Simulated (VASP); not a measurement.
# Mg2CdS3 (Cmc2_1) in VASP: single point with r2SCAN

Aim: the single point of Mg2CdS3 with r2SCAN.

Program: VASP 6.6.1. These are calculated values, not measurements. Logs are shortened: lines on timing, memory, paths and dates and some standing lists are left out, and cuts for length are marked.

## (1) The crystal as given

The structure is orthorhombic, space group Cmc2_1 (No. 36). The conventional cell has a = 12.281 Å, b = 7.090 Å, c = 6.622 Å, α = 90.00°, β = 90.00°, γ = 90.00°. Around Mg (site symmetry 1) lie 4 S at 2.46 to 2.47 Å. Around Cd (site symmetry m) lie 4 S at 2.57 to 2.58 Å. S (site symmetry m) has 2 Mg at 2.46 Å and 2 Cd at 2.57 to 2.58 Å as nearest neighbours. S (site symmetry 1) has 3 Mg at 2.46 to 2.47 Å and 1 Cd at 2.57 Å as nearest neighbours.

The cell was built by a generator and needn't be a form met in nature.

## (2) Single point, r2SCAN

File INCAR:

```
SYSTEM = Mg2CdS3
ALGO = Normal
EDIFF = 1E-6
ENCUT = 520
ISIF = 2
ISMEAR = 0
KPAR = 4
LASPH = .TRUE.
LCHARG = .FALSE.
LMIXTAU = .TRUE.
LREAL = .FALSE.
LWAVE = .FALSE.
METAGGA = R2SCAN
NBANDS = 46
NELM = 150
PREC = Accurate
SIGMA = 0.03
```

File KPOINTS:

```
k-points
0
G
  4 4 4
  0 0 0
```

File POSCAR:

```
Mg2CdS3
1.0
    6.1404000000     -3.5447800000      0.0000000000
    6.1404000000      3.5447800000      0.0000000000
    0.0000000000      0.0000000000      6.6219800000
Mg Cd S
4 2 6
Direct
    0.4974250000      0.1663440000      0.9985650000
    0.5025750000      0.8336560000      0.4985650000
    0.1663440000      0.4974250000      0.4985650000
    0.8336560000      0.5025750000      0.9985650000
    0.1702330000      0.8297670000      0.9979610000
    0.8297670000      0.1702330000      0.4979610000
    0.1769970000      0.8230030000      0.3870930000
    0.4887590000      0.1668180000      0.3714450000
    0.5112410000      0.8331820000      0.8714450000
    0.8230030000      0.1769970000      0.8870930000
    0.1668180000      0.4887590000      0.8714450000
    0.8331820000      0.5112410000      0.3714450000
```

Potentials or basis: VASP PAW PBE potentials, release 64 (Mg, Cd, S).

The run is started by

```console
> cat potpaw_PBE.64/Mg/POTCAR potpaw_PBE.64/Cd/POTCAR potpaw_PBE.64/S/POTCAR > POTCAR
> mpirun -np 4 vasp_std > vasp.out
```

OUTCAR:

```text
SYSTEM = Mg2CdS3
   EDIFF = 1E-6
   ENCUT = 520
   ISIF = 2
   ISMEAR = 0
   LASPH = .TRUE.
   LREAL = .FALSE.
   METAGGA = R2SCAN
   NELM = 150
   PREC = Accurate

 ion  position               nearest neighbor table
   1  0.497  0.166  0.999-  10 2.46   9 2.46  11 2.46   8 2.47
   2  0.503  0.834  0.499-   7 2.46   8 2.46  12 2.46   9 2.47
   3  0.166  0.497  0.499-   7 2.46  12 2.46   8 2.46  11 2.47
   4  0.834  0.503  0.999-  10 2.46  11 2.46   9 2.46  12 2.47
   5  0.170  0.830  0.998-  10 2.57   9 2.57  11 2.57   7 2.58
   6  0.830  0.170  0.498-   7 2.57   8 2.57  12 2.57  10 2.58
   7  0.177  0.823  0.387-   2 2.46   3 2.46   6 2.57   5 2.58
   8  0.489  0.167  0.371-   2 2.46   3 2.46   1 2.47   6 2.57
   9  0.511  0.833  0.871-   1 2.46   4 2.46   2 2.47   5 2.57
  10  0.823  0.177  0.887-   1 2.46   4 2.46   5 2.57   6 2.58
  11  0.167  0.489  0.871-   4 2.46   1 2.46   3 2.47   5 2.57
  12  0.833  0.511  0.371-   3 2.46   2 2.46   4 2.47   6 2.57

  LATTYP: Found a base centered orthorhombic cell.
 ALAT       =     7.0895600000
 B/A-ratio  =     1.7322372616
 C/A-ratio  =     0.9340466827

  Lattice vectors:

 A1 = (  -6.1404000000,  -3.5447800000,   0.0000000000)
 A2 = (   6.1404000000,  -3.5447800000,   0.0000000000)
 A3 = (   0.0000000000,   0.0000000000,   6.6219800000)

Analysis of symmetry for initial positions (statically):
=====================================================================
 Subroutine PRICEL returns:
 Original cell was already a primitive cell.

 Routine SETGRP: Setting up the symmetry group for a
 base centered orthorhombic supercell.

 Subroutine GETGRP returns: Found  4 space group operations
 (whereof  2 operations were pure point group operations)
 out of a pool of  8 trial point group operations.

The static configuration has the point symmetry C_1h.
 The point group associated with its full space group is C_2v.

Analysis of symmetry for dynamics (positions and initial velocities):
=====================================================================
 Subroutine PRICEL returns:
 Original cell was already a primitive cell.

 Routine SETGRP: Setting up the symmetry group for a
 base centered orthorhombic supercell.

 Subroutine GETGRP returns: Found  4 space group operations
 (whereof  2 operations were pure point group operations)
 out of a pool of  8 trial point group operations.

The dynamic configuration has the point symmetry C_1h.
 The point group associated with its full space group is C_2v.

 Subroutine INISYM returns: Found  4 space group operations
 (whereof  2 operations are pure point group operations),
 and found     1 'primitive' translations

----------------------------------------------------------------------------------------

                                     Primitive cell

  volume of cell :     288.2729

  direct lattice vectors                    reciprocal lattice vectors
     6.140400000 -3.544780000  0.000000000     0.081427920 -0.141052477  0.000000000
     6.140400000  3.544780000  0.000000000     0.081427920  0.141052477  0.000000000
     0.000000000  0.000000000  6.621980000     0.000000000  0.000000000  0.151012235

  length of vectors
     7.090132397  7.090132397  6.621980000     0.162868989  0.162868989  0.151012235

  position of ions in fractional coordinates (direct lattice)
     0.497425000  0.166344000  0.998565000
     0.502575000  0.833656000  0.498565000
     0.166344000  0.497425000  0.498565000
     0.833656000  0.502575000  0.998565000
     0.170233000  0.829767000  0.997961000
     0.829767000  0.170233000  0.497961000
     0.176997000  0.823003000  0.387093000
     0.488759000  0.166818000  0.371445000
     0.511241000  0.833182000  0.871445000
     0.823003000  0.176997000  0.887093000
     0.166818000  0.488759000  0.871445000
     0.833182000  0.511241000  0.371445000

  ion indices of the primitive-cell ions
   primitive index   ion index
                 1           1
                 2           2
                 3           3
                 4           4
                 5           5
                 6           6
                 7           7
                 8           8
                 9           9
                10          10
                11          11
                12          12

----------------------------------------------------------------------------------------

 KPOINTS: k-points

Automatic generation of k-mesh.
 Grid dimensions read from file:
 generate k-points for:    4    4    4

 Generating k-lattice:

  Cartesian coordinates                     Fractional coordinates (reciprocal lattice)
     0.020356980 -0.035263119  0.000000000     0.250000000 -0.000000000  0.000000000
     0.020356980  0.035263119  0.000000000    -0.000000000  0.250000000  0.000000000
     0.000000000  0.000000000  0.037753059     0.000000000  0.000000000  0.250000000

  Length of vectors
     0.040717247  0.040717247  0.037753059

  Shift w.r.t. Gamma in fractional coordinates (k-lattice)
     0.000000000  0.000000000  0.000000000

 Subroutine IBZKPT returns following result:
 ===========================================

 Found     21 irreducible k-points:

 Following reciprocal coordinates:
            Coordinates               Weight
  0.000000  0.000000  0.000000      1.000000
  0.250000  0.000000  0.000000      4.000000
  0.500000  0.000000  0.000000      2.000000
  0.250000  0.250000  0.000000      2.000000
  0.500000  0.250000  0.000000      4.000000
 -0.250000  0.250000  0.000000      2.000000
[... 13 lines left out ...]
 -0.250000  0.250000  0.500000      2.000000
  0.500000  0.500000  0.500000      1.000000
   k-points           NKPTS =     21   k-points in BZ     NKDIM =     21   number of bands    NBANDS=     46
   number of dos      NEDOS =    301   number of ions     NIONS =     12
   total plane-waves  NPLWV = 145800
   dimension x,y,z NGX =    54 NGY =   54 NGZ =   50
   dimension x,y,z NGXF=   108 NGYF=  108 NGZF=  100
   ions per type =               4   2   6
   NGX,Y,Z   is equivalent  to a cutoff of  12.66, 12.66, 12.55 a.u.
   NGXF,Y,Z  is equivalent  to a cutoff of  25.32, 25.32, 25.11 a.u.
 SYSTEM =  Mg2CdS3
   PREC   = accura    normal or accurate (medium, high low for compatibility)
   ISTART =      0    job   : 0-new  1-cont  2-samecut
   ICHARG =      2    charge: 1-file 2-atom 10-const
   ISPIN  =      1    spin polarized calculation?
   LNONCOLLINEAR =      F non collinear calculations
   LSORBIT =      F    spin-orbit coupling
   LASPH  =      T    aspherical Exc in radial PAW
   ENCUT  =  520.0 eV  38.22 Ry    6.18 a.u.  13.18 13.18 12.31*2*pi/ulx,y,z
   NELM   =    150;   NELMIN=  2; NELMDL= -5     # of ELM steps
   EDIFF  = 0.1E-05   stopping-criterion for ELM
   LREAL  =      F    real-space projection
   EDIFFG = 0.1E-04   stopping-criterion for IOM
   NSW    =      0    number of steps for IOM
   IBRION =     -1    ionic relax: 0-MD 1-quasi-New 2-CG
   NFREE  =      0    steps in history (QN), initial steepest desc. (CG)
   ISIF   =      2    stress and relaxation
   ISYM   =      2    0-nonsym 1-usesym 2-fastsym
   POTIM  = 0.5000    time-step for ionic-motion
   TEBEG  =    0.0;   TEEND  =   0.0 temperature during run
   PSTRESS=    0.0 pullay stress
   NELECT =      68.0000    total number of electrons
   NUPDOWN=      -1.0000    fix difference up-down
   EMIN   =  10.00;   EMAX   =-10.00  energy-range for DOS
   EFERMI =   0.00;   METHOD = LEGACY
   ISMEAR =     0;   SIGMA  =   0.03  broadening in eV -4-tet -1-fermi 0-gaus
   EFERMI_NEDOS =   21; number of points for ismear=-14 and -15
   IALGO  =     38    algorithm
   IMIX   =      4    mixing-type and parameters
     AMIX     =   0.40;   BMIX     =  1.00
     AMIX_MAG =   1.60;   BMIX_MAG =  1.00
  volume/ion in A,a.u.               =      24.02       162.11
  Fermi-wavevector in a.u.,A,eV,Ry     =   1.011525  1.911505 13.921242  1.023182
  Thomas-Fermi vector in A             =   2.144580
   LORBIT       =      0    0 simple, 1 ext, 2 COOP (PROOUT), +10 PAW based schemes
   METAGGA = R2SCAN    functional components
   LHFCALC =     F    Hartree Fock is set to
   AEXX    =    0.0000 exact exchange contribution
   IVDW    =     0    specifies the selected vdW correction
   LEPSILON=     F    determine dielectric tensor
   LRPA    =     F    only Hartree local field effects (RPA)
 non-spin polarized calculation
 Gauss-broadening in eV      SIGMA  =   0.03
  energy-cutoff  :      520.00
  volume of cell :      288.27
 maximum number of plane-waves:      7812
 NGX is ok and might be reduce to    54
   NGX = 27   NGY = 27   NGZ = 25

 number of electron      68.0000004 magnetization

 Free energy of the ion-electron system (eV)
  ---------------------------------------------------
  ext. energy  EPLUGINS =         0.00000000
  ---------------------------------------------------
  free energy    TOTEN  =      -121.23798219 eV

  energy without entropy =     -121.23798219  energy(sigma->0) =     -121.23798219

 E-fermi :   0.8001     XC(G=0):  -8.9954

 val. band max:        0.6598476253   @ k =   0.0000   0.0000   0.0000
 cond. band min:       3.7702224397   @ k =   0.0000   0.0000   0.0000
 fundamental gap:      3.1103748144
 Fermi energy:         0.8001203106

 k-point     1 :       0.0000    0.0000    0.0000
  band No.  band energies     occupation
      1     -11.3381      2.00000
      2     -10.8055      2.00000
      3     -10.6735      2.00000
      4     -10.6229      2.00000
      5     -10.5996      2.00000
      6     -10.5972      2.00000
[... 38 lines left out ...]
     45       8.5026      0.00000
     46       8.6658      0.00000

 k-point     2 :       0.2500    0.0000    0.0000
  band No.  band energies     occupation
      1     -11.2500      2.00000
      2     -10.8314      2.00000
      3     -10.7329      2.00000
      4     -10.6899      2.00000
      5     -10.6003      2.00000
      6     -10.5437      2.00000
[... 38 lines left out ...]
     45       8.4341      0.00000
     46       8.5822      0.00000

 k-point     3 :       0.5000    0.0000    0.0000
  band No.  band energies     occupation
      1     -11.0408      2.00000
      2     -11.0245      2.00000
      3     -10.7853      2.00000
      4     -10.6665      2.00000
      5     -10.5897      2.00000
      6     -10.5533      2.00000
[... 38 lines left out ...]
     45       7.5850      0.00000
     46       8.5059      0.00000

 k-point     4 :       0.2500    0.2500    0.0000
  band No.  band energies     occupation
      1     -11.2495      2.00000
      2     -10.8049      2.00000
      3     -10.7931      2.00000
      4     -10.6550      2.00000
      5     -10.5807      2.00000
      6     -10.5653      2.00000
[... 773 lines left out ...]
     45       7.9147      0.00000
     46       7.9147      0.00000

 k-point    20 :      -0.2500    0.2500    0.5000
  band No.  band energies     occupation
      1     -10.9011      2.00000
      2     -10.9011      2.00000
      3     -10.7144      2.00000
      4     -10.7144      2.00000
      5     -10.7107      2.00000
      6     -10.7107      2.00000
[... 38 lines left out ...]
     45       7.8605      0.00000
     46       7.8605      0.00000

 k-point    21 :       0.5000    0.5000    0.5000
  band No.  band energies     occupation
      1     -10.8584      2.00000
      2     -10.8584      2.00000
      3     -10.8225      2.00000
      4     -10.8225      2.00000
      5     -10.6451      2.00000
      6     -10.6451      2.00000
[... 38 lines left out ...]
     45       7.9280      0.00000
     46       7.9280      0.00000

------------------------ aborting loop because EDIFF is reached ----------------------------------------

  FORCE on cell =-STRESS in cart. coord.  units (eV):
  Direction    XX          YY          ZZ          XY          YZ          ZX
  --------------------------------------------------------------------------------------
  -------------------------------------------------------------------------------------
  Total       -2.2873122     -2.3169341     -2.3357642      0.0000000      0.0000000      0.0000000
  in kB      -12.7125366    -12.8771707    -12.9818256      0.0000000      0.0000000      0.0000000
  external PRESSURE =     -12.8571776 kB  Pullay stress =       0.0000000 kB

 VOLUME and BASIS-vectors are now :
 -----------------------------------------------------------------------------
  energy-cutoff  :      520.00
  volume of cell :      288.27
      direct lattice vectors                 reciprocal lattice vectors
     6.140400000 -3.544780000  0.000000000     0.081427920 -0.141052477  0.000000000
     6.140400000  3.544780000  0.000000000     0.081427920  0.141052477  0.000000000
     0.000000000  0.000000000  6.621980000     0.000000000  0.000000000  0.151012235

 POSITION                                       TOTAL-FORCE (eV/Angst)
 -----------------------------------------------------------------------------------
      4.07581     -1.17361      6.61248        -0.002654      0.002033      0.001446
      8.20499      1.17361      3.30149         0.002654     -0.002033      0.001446
      4.07581      1.17361      3.30149        -0.002654     -0.002033      0.001446
      8.20499     -1.17361      6.61248         0.002654      0.002033      0.001446
      6.14040      2.33790      6.60848        -0.000000     -0.000099     -0.003352
      6.14040     -2.33790      3.29749        -0.000000      0.000099     -0.003352
      6.14040      2.28995      2.56332        -0.000000      0.009622      0.001633
      4.02551     -1.14121      2.45970         0.008262     -0.000267     -0.000586
      8.25529      1.14121      5.77069        -0.008262      0.000267     -0.000586
      6.14040     -2.28995      5.87431        -0.000000     -0.009622      0.001633
      4.02551      1.14121      5.77069         0.008262      0.000267     -0.000586
      8.25529     -1.14121      2.45970        -0.008262     -0.000267     -0.000586
 -----------------------------------------------------------------------------------
    total drift:                                0.000001     -0.000000      0.006158

  FREE ENERGIE OF THE ION-ELECTRON SYSTEM (eV)
  ---------------------------------------------------
  free  energy   TOTEN  =      -121.2379821891 eV

  energy  without entropy=     -121.2379821891  energy(sigma->0) =     -121.23798219
```

Wall time 4.8 min (4 MPI ranks of Intel Xeon Platinum 8559C (Emerald Rapids), shared host); peak memory 0.53 GiB.

Results:

- Free energy: -121.2380 eV
- Pressure: -1.3 GPa
- Largest force: 0.010 eV/Å
- Band gap on the k mesh: 3.11 eV, direct

Forces in eV/Å, atoms in the order of the input:
```
Mg  -0.003  0.002  0.001
Mg   0.003 -0.002  0.001
Mg  -0.003 -0.002  0.001
Mg   0.003  0.002  0.001
Cd   0.000  0.000 -0.003
Cd   0.000  0.000 -0.003
S    0.000  0.010  0.002
S    0.008  0.000 -0.001
S   -0.008  0.000 -0.001
S    0.000 -0.010  0.002
S    0.008  0.000 -0.001
S   -0.008  0.000 -0.001
```

Levels at points of the mesh, in eV from the valence-band top:
```tsv
k point	band 30	band 31	band 32	band 33	band 34	band 35	band 36	band 37	band 38	band 39
(0.00, 0.00, 0.00)	-0.49	-0.49	-0.03	-0.02	0.00	3.11	4.40	5.22	5.27	6.80
(0.50, 0.00, 0.00)	-0.56	-0.47	-0.46	-0.36	-0.34	4.54	4.59	5.54	5.58	6.09
(0.50, 0.50, 0.00)	-0.68	-0.52	-0.41	-0.37	-0.28	4.35	4.91	5.49	5.63	5.68
(0.00, 0.00, 0.50)	-0.51	-0.26	-0.26	-0.24	-0.24	4.47	4.47	5.87	5.87	6.10
(0.50, 0.00, 0.50)	-0.85	-0.78	-0.78	-0.60	-0.60	4.60	4.60	5.47	5.47	5.89
(0.50, 0.50, 0.50)	-0.77	-0.76	-0.76	-0.64	-0.64	4.61	4.61	5.48	5.48	5.84
```

Caveat: the PAW data sets were made with another functional, which shifts forces and pressure a little.
